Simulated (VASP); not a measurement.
In2B: relaxation of cell and atoms with PBE

Crystal: In2B.

```
In B
1.0
     1.56366    0.90278    6.05425
    -1.56366    0.90278    6.05425
     0.00000   -1.80556    6.05425
In B
2 1
Direct
  0.74840 0.74840 0.74840
  0.58490 0.58490 0.58490
  0.00000 0.00000 0.00000
```

The cell was built by a generator and needn't be a form met in nature.

```
Program                : VASP 6.6.1
Task                   : relaxation of cell and atoms
Functional             : PBE
Potentials or basis    : VASP PAW PBE potentials, release 64 (In_d, B)
Cutoff                 : 600 eV
k mesh                 : 6 × 6 × 6
Occupations            : gaussian, width 0.1 eV
Spin                   : no spin polarisation
Dipole correction      : no
Further INCAR settings : ALGO = Fast; EDIFF = 1e-06; IBRION = 2; EDIFFG = -0.04; NSW = 90; ISIF = 3
```

| Item | Value |
| --- | --- |
| Relaxed volume | 19.85 Å³/atom |
| Relaxed cell | a = 6.080 Å, b = 6.080 Å, c = 6.080 Å, α = 33.07°, β = 33.07°, γ = 33.07° |
| Space group after relaxing (to 0.05 Å) | R3m (No. 160) |
| Energy gained by relaxing | 313.8 meV/atom |
| Ionic steps | 12 |
| Pressure after relaxing | 0.2 GPa |
| Largest force after relaxing | 0.026 eV/Å |
| Band gap on the k mesh | none (metal or under the smearing width) |

Forces on the atoms (eV/Å):
```
In   0.000  0.000 -0.026
In   0.000  0.000  0.022
B    0.000  0.000  0.004
```

The path:
| step | energy change (eV) | largest force (eV/Å) | pressure (GPa) | volume (Å³) |
| --- | --- | --- | --- | --- |
| 1 | 0.0000 | 2.1862 | 21.09 | 51.28 |
| 2 | -0.7070 | 0.1601 | -5.04 | 69.78 |
| 3 | -0.8114 | 0.3603 | -0.82 | 63.24 |
| 4 | -0.8118 | 0.3253 | -0.78 | 63.58 |
| 5 | -0.8004 | 0.1849 | -2.58 | 65.49 |
| 6 | -0.8116 | 0.3155 | -1.27 | 63.85 |
| 7 | -0.8565 | 0.2551 | -1.25 | 62.96 |
| 8 | -0.9357 | 0.2168 | 0.25 | 60.15 |
| 9 | -0.9358 | 0.2121 | 0.01 | 60.30 |
| 10 | -0.9398 | 0.1051 | -0.19 | 60.28 |
| 11 | -0.9410 | 0.0125 | -0.35 | 60.25 |
| 12 | -0.9414 | 0.0260 | 0.21 | 59.55 |

Final structure:
```cif
data_structure
_symmetry_space_group_name_H-M 'P 1'
_symmetry_Int_Tables_number 1
_cell_length_a 6.0796
_cell_length_b 6.0796
_cell_length_c 6.0796
_cell_angle_alpha 33.071
_cell_angle_beta 33.071
_cell_angle_gamma 33.071
_cell_volume 59.55
loop_
_atom_site_label
_atom_site_type_symbol
_atom_site_fract_x
_atom_site_fract_y
_atom_site_fract_z
_atom_site_occupancy
In1 In 0.75778 0.75778 0.75778 1
In2 In 0.57546 0.57546 0.57546 1
B1 B 0.00006 0.00006 0.00006 1
```

Levels at points of the mesh, in eV from the Fermi level:
```tsv
k point	band 11	band 12	band 13	band 14	band 15	band 16	band 17	band 18
(0.00, 0.00, 0.00)	-10.60	-5.71	-5.25	2.11	2.11	4.69	6.08	8.19
(0.50, 0.00, 0.00)	-6.86	-5.61	-2.95	-2.19	-0.15	0.50	1.43	4.46
(0.50, 0.50, 0.00)	-6.69	-5.35	-3.77	-3.08	0.17	1.53	2.57	5.34
(0.50, 0.50, 0.50)	-10.05	-8.39	-0.69	0.82	2.06	2.06	6.82	7.49
```

Wall time 12 min on 1 thread of Intel(R) Xeon(R) 6975P-C (Granite Rapids), with other jobs on the host, peak memory 0.39 GiB.

Caveat: the k mesh is coarse (spacing up to 0.39 Å⁻¹), so the values aren't converged; the volume moved by over 15 % at a fixed basis, so the end points are rough.
